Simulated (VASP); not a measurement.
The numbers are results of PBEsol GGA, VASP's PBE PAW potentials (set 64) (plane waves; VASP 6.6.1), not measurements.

VASP ran on this input.

File POSCAR:
```
BN
1
    0.0000000000     1.7957252771     1.7957252771
    1.7957252771    -0.0000000000     1.7957252771
    1.7957252771     1.7957252771    -0.0000000000
B N
1 1
Direct
  0.0000000000   0.0000000000   0.0000000000
  0.2500000000   0.2500000000   0.2500000000
```

### INCAR
```
SYSTEM = BN
PREC = Accurate
ENCUT = 620
EDIFF = 1E-6
NELM = 100
ALGO = Normal
LREAL = .FALSE.
LASPH = .TRUE.
ISMEAR = 0
SIGMA = 0.05
GGA = PS
LWAVE = .FALSE.
LCHARG = .FALSE.
IBRION = 2
ISIF = 3
NSW = 40
EDIFFG = -0.02
PSTRESS = 50
```

KPOINTS:
```
Automatic mesh
0
Gamma
13 13 13
0 0 0
```

POTCAR, in this order: B N (PBE.64 set). Program: vasp_std.

Output of the run:

### OSZICAR
```
       N       E                     dE             d eps       ncg     rms          rms(c)
DAV:   1     0.138834232457E+02    0.13883E+02   -0.57482E+03  1384   0.115E+03
DAV:   2    -0.190428885005E+02   -0.32926E+02   -0.32031E+02  1872   0.213E+02
DAV:   3    -0.193261479122E+02   -0.28326E+00   -0.28326E+00  1584   0.222E+01
DAV:   4    -0.193264496718E+02   -0.30176E-03   -0.30176E-03  1840   0.653E-01
DAV:   5    -0.193264498415E+02   -0.16973E-06   -0.16973E-06  1544   0.952E-03    0.664E+00
DAV:   6    -0.184612991678E+02    0.86515E+00   -0.31402E+00  1832   0.138E+01    0.331E+00
DAV:   7    -0.183702708264E+02    0.91028E-01   -0.10483E-01  1784   0.307E+00    0.187E+00
DAV:   8    -0.183490519181E+02    0.21219E-01   -0.42381E-02  1480   0.173E+00    0.187E-01
DAV:   9    -0.183490702553E+02   -0.18337E-04   -0.40433E-04  1360   0.242E-01    0.760E-02
DAV:  10    -0.183490858230E+02   -0.15568E-04   -0.72441E-05  1944   0.942E-02    0.135E-02
DAV:  11    -0.183490873382E+02   -0.15152E-05   -0.27191E-06  1440   0.158E-02    0.498E-03
DAV:  12    -0.183490873775E+02   -0.39333E-07   -0.66403E-07   672   0.719E-03
   1 F= -.17987670E+02 E0= -.17987670E+02  d E =-.179877E+02
```

File OUTCAR:
```
------------------------ aborting loop because EDIFF is reached ----------------------------------------
  FORCE on cell =-STRESS in cart. coord.  units (eV):
  Direction    XX          YY          ZZ          XY          YZ          ZX
  --------------------------------------------------------------------------------------
  Total        0.3618523      0.3618523      0.3618523     -0.0000000      0.0000000      0.0000000
  in kB       50.0601593     50.0601593     50.0601593     -0.0000000      0.0000000      0.0000000
  external PRESSURE =       0.0601593 kB  Pullay stress =      50.0000000 kB
  volume of cell :       11.58
      direct lattice vectors                 reciprocal lattice vectors
     0.000000000  1.795725277  1.795725277    -0.278439028  0.278439028  0.278439028
     1.795725277  0.000000000  1.795725277     0.278439028 -0.278439028  0.278439028
     1.795725277  1.795725277  0.000000000     0.278439028  0.278439028 -0.278439028
  FREE ENERGIE OF THE ION-ELECTRON SYSTEM (eV)
  ---------------------------------------------------
  free  energy   TOTEN  =       -18.3490873775 eV

  energy  without entropy=      -18.3490873775  energy(sigma->0) =      -18.34908738
  enthalpy is  TOTEN    =       -17.9876699375 eV   P V=        0.3614174400

 reached required accuracy - stopping structural energy minimisation
```
(Selected blocks of OUTCAR.)

The structure was generated: BN was put into the zinc blende type (F-43m), which need not be its known phase. It was relaxed first under an external pressure of 5 GPa.
